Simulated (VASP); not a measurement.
KZnF3 (cubic perovskite), at 1.04 of the tabulated volume:

```
KZnF3
1.0
    4.10330     0.00000     0.00000
    0.00000     4.10330     0.00000
    0.00000     0.00000     4.10330
K Zn F
1 1 3
Direct
  0.00000   0.00000   0.00000
  0.50000   0.50000   0.50000
  0.50000   0.00000   0.50000
  0.00000   0.50000   0.50000
  0.50000   0.50000   0.00000
```

The lowest empty band near Γ, direction [100], from PBE with spin-orbit coupling in VASP (PAW); its two spin partners are averaged. The gap over the points computed is 3.69 eV, and the next band on that side lies 5.16 eV away at the edge.

Run with 520 eV cut-off, 6×6×6 Γ-centred mesh, Gaussian smearing of 0.050 eV, potentials K_sv Zn F.

```json
[
 {"distance from the edge in k (1/Å)": "0.025", "distance in energy (meV)": "5.4"},
 {"distance from the edge in k (1/Å)": "0.035", "distance in energy (meV)": "10.5"},
 {"distance from the edge in k (1/Å)": "0.050", "distance in energy (meV)": "21.5"},
 {"distance from the edge in k (1/Å)": "0.070", "distance in energy (meV)": "42.0"}
]
```

Q: Fit E(1 + αE) = ħ²k²/2m* (ħ²/2m0 = 3.810 eV Å²) and predict the row at 0.095 1/Å.

A: The rows don't resolve α, so a parabola serves: the electron mass is m* = 0.444 m0, and so 77.4 meV. The run gave 77.0 meV, -0.4 meV from the fit.

Left out are points under 3 meV from the edge, since the levels carry 0.1 meV, and points farther than half the way to the next band.

The compound is KZnF3 in the cubic perovskite structure. The cell was not relaxed at this level.
